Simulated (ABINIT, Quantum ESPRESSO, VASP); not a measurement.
Sr2SO: programs and potentials compared

```xyz
4
Lattice="4.0432 0.0000 0.0000 0.0000 4.0432 0.0000 0.0000 0.0000 5.7180" Properties=species:S:1:pos:R:3 pbc="T T T"
Sr    2.0352    2.0109    2.8738
Sr   -0.0444   -0.0360   -0.0025
S     0.0278    0.0056    2.8552
O     2.0044    1.9986   -0.0053
```

The cell comes from a database or a generator and needn't be the stable form of this composition.

Atoms were shifted at random by some hundredths of an Å from the given cell, which wasn't relaxed again for these runs.

Alike in all runs: task single point; functional PBE; k mesh 7 × 7 × 5; occupations fermi-dirac, width 0.05 eV; no spin polarisation; no spin-orbit coupling. Pressure is positive in compression and, in plane waves, holds the error of the finite cutoff.

| program and potentials | plane-wave cutoff (eV) | notes | pressure (GPa) | largest force (eV/Å) | energy over the undisturbed cell (meV/atom) |
| --- | --- | --- | --- | --- | --- |
| ABINIT, JTH PAW PBE v2.0 | 626 | - | -0.33 | 0.131 | 0.85 |
| VASP, PBE PAW files O, S, Sr_sv, 520 eV | 520 | - | 0.01 | 0.131 | - |
| Quantum ESPRESSO, SSSP 1.3 efficiency PBE | 748 | - | -0.25 | 0.130 | 0.80 |

Force on atom 3 (S), eV/Å:

```tsv
program and potentials	x	y	z
ABINIT, JTH PAW PBE v2.0	-0.092	-0.093	0.009
VASP, PBE PAW files O, S, Sr_sv, 520 eV	-0.089	-0.095	0.008
Quantum ESPRESSO, SSSP 1.3 efficiency PBE	-0.089	-0.094	0.008
```

The pressure spans -0.33 (ABINIT, JTH PAW PBE v2.0) to 0.01 GPa (VASP, PBE PAW files O, S, Sr_sv, 520 eV).

The functional is the same throughout but for its coding, so the spread measures potentials, basis and numerics; runs on potential files found faulty are left out.
